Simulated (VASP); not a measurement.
Output of a VASP run:

### OSZICAR
```
       N       E                     dE             d eps       ncg     rms          rms(c)
DAV:   1     0.505444640742E+03    0.50544E+03   -0.25264E+04  1000   0.235E+03
DAV:   2     0.181991545592E+02   -0.48725E+03   -0.47332E+03  1160   0.558E+02
DAV:   3    -0.239059189040E+02   -0.42105E+02   -0.41652E+02  1188   0.172E+02
DAV:   4    -0.250174473242E+02   -0.11115E+01   -0.11093E+01  1623   0.260E+01
DAV:   5    -0.250337572742E+02   -0.16310E-01   -0.16301E-01  1344   0.258E+00    0.138E+01
DAV:   6    -0.230778933472E+02    0.19559E+01   -0.72618E+00  1524   0.390E+01    0.922E+00
DAV:   7    -0.230997034861E+02   -0.21810E-01   -0.12500E+00  1048   0.812E+00    0.562E+00
DAV:   8    -0.230921278684E+02    0.75756E-02   -0.48334E-01  1380   0.145E+01    0.151E+00
DAV:   9    -0.230680007315E+02    0.24127E-01   -0.64522E-02  1543   0.692E+00    0.734E-01
DAV:  10    -0.230615867372E+02    0.64140E-02   -0.95559E-02  1449   0.824E+00    0.292E-01
DAV:  11    -0.230612036520E+02    0.38309E-03   -0.13888E-02  1406   0.156E+00    0.123E-01
DAV:  12    -0.230612360932E+02   -0.32441E-04   -0.62402E-04  1125   0.189E-01    0.105E-01
DAV:  13    -0.230610712374E+02    0.16486E-03   -0.60346E-04  1551   0.846E-01    0.436E-02
DAV:  14    -0.230610758828E+02   -0.46454E-05   -0.24321E-04  1150   0.116E-01    0.139E-02
DAV:  15    -0.230610743342E+02    0.15487E-05   -0.56965E-06  1224   0.368E-02    0.620E-03
DAV:  16    -0.230610739540E+02    0.38013E-06   -0.30181E-06   853   0.152E-02
   1 F= -.19309673E+02 E0= -.19309673E+02  d E =-.193097E+02
       N       E                     dE             d eps       ncg     rms          rms(c)
DAV:   1    -0.241496553928E+02   -0.10886E+01   -0.23944E+01  1193   0.687E+01    0.872E+00
DAV:   2    -0.230137788679E+02    0.11359E+01   -0.47806E+00  1237   0.247E+01    0.263E+00
DAV:   3    -0.229145688885E+02    0.99210E-01   -0.15675E-01  1343   0.906E+00    0.138E+00
DAV:   4    -0.228942276422E+02    0.20341E-01   -0.69430E-02  1668   0.307E+00    0.779E-01
DAV:   5    -0.228931746105E+02    0.10530E-02   -0.11691E-02  1457   0.172E+00    0.163E-01
DAV:   6    -0.228926637310E+02    0.51088E-03   -0.32461E-03  1639   0.199E+00    0.557E-02
DAV:   7    -0.228926937044E+02   -0.29973E-04   -0.46783E-04  1157   0.169E-01    0.388E-02
DAV:   8    -0.228926789533E+02    0.14751E-04   -0.21084E-04  1471   0.330E-01    0.163E-02
DAV:   9    -0.228926758830E+02    0.30703E-05   -0.29815E-05  1489   0.119E-01    0.582E-03
DAV:  10    -0.228926757151E+02    0.16794E-06   -0.40931E-06   951   0.162E-02
   2 F= -.19338557E+02 E0= -.19338557E+02  d E =-.288840E-01
       N       E                     dE             d eps       ncg     rms          rms(c)
DAV:   1    -0.230656527490E+02   -0.17298E+00   -0.21103E+00  1133   0.205E+01    0.254E+00
DAV:   2    -0.229681956809E+02    0.97457E-01   -0.39378E-01  1180   0.736E+00    0.788E-01
DAV:   3    -0.229589848149E+02    0.92109E-02   -0.15072E-02  1224   0.338E+00    0.469E-01
DAV:   4    -0.229572249998E+02    0.17598E-02   -0.57474E-03  1629   0.941E-01    0.260E-01
DAV:   5    -0.229570880018E+02    0.13700E-03   -0.71613E-04  1489   0.345E-01    0.462E-02
DAV:   6    -0.229570679496E+02    0.20052E-04   -0.14124E-04  1713   0.544E-01    0.138E-02
DAV:   7    -0.229570676595E+02    0.29012E-06   -0.22134E-05  1382   0.624E-02    0.883E-03
DAV:   8    -0.229570671294E+02    0.53014E-06   -0.80813E-06  1271   0.724E-02
   3 F= -.19345297E+02 E0= -.19345297E+02  d E =-.356247E-01
```

OUTCAR:
```
------------------------ aborting loop because EDIFF is reached ----------------------------------------
  FORCE on cell =-STRESS in cart. coord.  units (eV):
  Direction    XX          YY          ZZ          XY          YZ          ZX
  --------------------------------------------------------------------------------------
  Total        3.6003484      3.6003484      3.6003484     -0.0000000      0.0000000      0.0000000
  in kB       99.6837756     99.6837756     99.6837756     -0.0000000      0.0000000      0.0000000
  external PRESSURE =      -0.3162244 kB  Pullay stress =     100.0000000 kB
  volume of cell :       57.87
      direct lattice vectors                 reciprocal lattice vectors
     3.867914622 -0.000000000 -0.000000000     0.258537248  0.000000000 -0.000000000
    -0.000000000  3.867914622  0.000000000     0.000000000  0.258537248 -0.000000000
     0.000000000  0.000000000  3.867914622     0.000000000  0.000000000  0.258537248
 POSITION                                       TOTAL-FORCE (eV/Angst)
 -----------------------------------------------------------------------------------
      0.00000      0.00000      0.00000        -0.000000     -0.000000      0.000000
      1.93396      1.93396      1.93396         0.000000     -0.000000      0.000000
      1.93396      0.00000      1.93396        -0.000000      0.000000      0.000000
      0.00000      1.93396      1.93396         0.000000     -0.000000      0.000000
      1.93396      1.93396     -0.00000        -0.000000     -0.000000      0.000000
 -----------------------------------------------------------------------------------
    total drift:                                0.000000     -0.000000     -0.000000
  FREE ENERGIE OF THE ION-ELECTRON SYSTEM (eV)
  ---------------------------------------------------
  free  energy   TOTEN  =       -22.9570671294 eV

  energy  without entropy=      -22.9570671294  energy(sigma->0) =      -22.95706713
  enthalpy is  TOTEN    =       -19.3452973900 eV   P V=        3.6117697394

 reached required accuracy - stopping structural energy minimisation
```
(Selected blocks of OUTCAR.)

**POSCAR**
```
KZnF3
1
    3.9171304357     0.0000000000     0.0000000000
    0.0000000000     3.9171304357     0.0000000000
    0.0000000000     0.0000000000     3.9171304357
K Zn F
1 1 3
Direct
  0.0000000000   0.0000000000   0.0000000000
  0.5000000000   0.5000000000   0.5000000000
  0.5000000000   0.0000000000   0.5000000000
  0.0000000000   0.5000000000   0.5000000000
  0.5000000000   0.5000000000   0.0000000000
```

**Question.** Reconstruct the remaining input files.

**Answer.** One answer among several that fit: the input of the run itself, LDA (Ceperley-Alder, Perdew-Zunger), plane waves, VASP's LDA PAW potentials (set 64).

**INCAR**
```
# general
SYSTEM  = KZnF3
PREC    = Accurate
ENCUT   = 620
LREAL   = .FALSE.
LASPH   = .TRUE.   # aspherical one-centre terms

# electronic loop
EDIFF   = 1E-6
NELM    = 100
ALGO    = Normal   # blocked Davidson
LMAXMIX = 4

# smearing
ISMEAR  = 0
SIGMA   = 0.05   # width (eV)

# ions
IBRION  = 2   # conjugate gradients
NSW     = 40   # most ionic steps
ISIF    = 3   # ions, shape and volume
EDIFFG  = -0.02   # ionic stop
PSTRESS = 100

# output
LWAVE   = .FALSE.
LCHARG  = .FALSE.
```

File KPOINTS:
```
Automatic mesh
0
Gamma
6 6 6
0 0 0
```

POTCAR, in this order: K_sv Zn F (LDA.64 set). Program: vasp_std.

Energy and stress use the plane-wave basis of the starting cell.

The compound is KZnF3 in the cubic perovskite structure. This run relaxes it under an external pressure of 10 GPa. Symmetry was kept, so distortions that lower it aren't found.
